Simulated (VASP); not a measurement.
Computed with PBE GGA, VASP's PBE PAW potentials (set 64) (plane waves; VASP).

VASP input:

### KPOINTS
```
Automatic mesh
0
Gamma
6 6 5
0 0 0
```

### INCAR
```
# general
SYSTEM = P
PREC   = Accurate
ENCUT  = 400
LREAL  = .FALSE.
LASPH  = .TRUE.

# electronic loop
EDIFF  = 1E-6
NELM   = 100
ALGO   = Normal

# smearing
ISMEAR = -5

# functional
GGA    = PE

# ions
ISIF   = 2

# output
LWAVE  = .FALSE.
LCHARG = .FALSE.
```

File POSCAR:
```
P
1
    1.6881000000    -5.3448000000    -0.0000000000
    1.6881000000     5.3448000000     0.0000000000
    0.0000000000     0.0000000000     4.4676000000
P
4
Direct
  0.1017000000   0.8983000000   0.9194000000
  0.3983000000   0.6017000000   0.4194000000
  0.6017000000   0.3983000000   0.5806000000
  0.8983000000   0.1017000000   0.0806000000
```

POTCAR, in this order: P (PBE.64 set). Program: vasp_std.

Output of the run:

**OSZICAR**
```
       N       E                     dE             d eps       ncg     rms          rms(c)
DAV:   1     0.540573082375E+02    0.54057E+02   -0.72006E+03  1092   0.976E+02
DAV:   2    -0.179757075793E+02   -0.72033E+02   -0.70385E+02  1448   0.161E+02
DAV:   3    -0.215154467240E+02   -0.35397E+01   -0.35235E+01  1464   0.385E+01
DAV:   4    -0.215644328272E+02   -0.48986E-01   -0.48950E-01  1412   0.524E+00
DAV:   5    -0.215654543942E+02   -0.10216E-02   -0.10208E-02  1508   0.678E-01    0.937E+00
DAV:   6    -0.214833266739E+02    0.82128E-01   -0.44976E-02  1284   0.130E+00    0.557E+00
DAV:   7    -0.214459775052E+02    0.37349E-01   -0.83081E-02  1380   0.184E+00    0.198E-01
DAV:   8    -0.214462901488E+02   -0.31264E-03   -0.64888E-03  1302   0.557E-01    0.107E-01
DAV:   9    -0.214463698171E+02   -0.79668E-04   -0.26725E-04  1512   0.120E-01    0.658E-02
DAV:  10    -0.214464008021E+02   -0.30985E-04   -0.41267E-05  1296   0.418E-02    0.237E-02
DAV:  11    -0.214464085820E+02   -0.77799E-05   -0.10378E-05  1338   0.269E-02    0.784E-03
DAV:  12    -0.214464089891E+02   -0.40706E-06   -0.38371E-07   852   0.461E-03
   1 F= -.21446409E+02 E0= -.21446409E+02  d E =0.000000E+00
```

OUTCAR:
```
------------------------ aborting loop because EDIFF is reached ----------------------------------------
  FORCE on cell =-STRESS in cart. coord.  units (eV):
  Direction    XX          YY          ZZ          XY          YZ          ZX
  --------------------------------------------------------------------------------------
  Total       -1.6651951     -0.7982418     -1.2750920      0.0000000     -0.0000000      0.0000000
  in kB      -33.0934319    -15.8639424    -25.3406768      0.0000000     -0.0000000      0.0000000
  external PRESSURE =     -24.7660171 kB  Pullay stress =       0.0000000 kB
  volume of cell :       80.62
      direct lattice vectors                 reciprocal lattice vectors
     1.688100000 -5.344800000  0.000000000     0.296190984 -0.093548870  0.000000000
     1.688100000  5.344800000  0.000000000     0.296190984  0.093548870  0.000000000
     0.000000000  0.000000000  4.467600000     0.000000000  0.000000000  0.223833826
 POSITION                                       TOTAL-FORCE (eV/Angst)
 -----------------------------------------------------------------------------------
      1.68810      4.25767      4.10751         0.000000      0.308223     -0.277665
      1.68810      1.08713      1.87371         0.000000     -0.308223     -0.277665
      1.68810     -1.08713      2.59389         0.000000      0.308223      0.277665
      1.68810     -4.25767      0.36009         0.000000     -0.308223      0.277665
 -----------------------------------------------------------------------------------
    total drift:                                0.000000     -0.000000      0.000000
  FREE ENERGIE OF THE ION-ELECTRON SYSTEM (eV)
  ---------------------------------------------------
  free  energy   TOTEN  =       -21.4464089891 eV

  energy  without entropy=      -21.4464089891  energy(sigma->0) =      -21.44640899
```
(Selected blocks of OUTCAR.)

The compound is P in the black structure. The cell was not relaxed at this level. The run is one of a series of settings (ISMEAR = -5, SIGMA removed against the base run), some of them coarse on purpose.
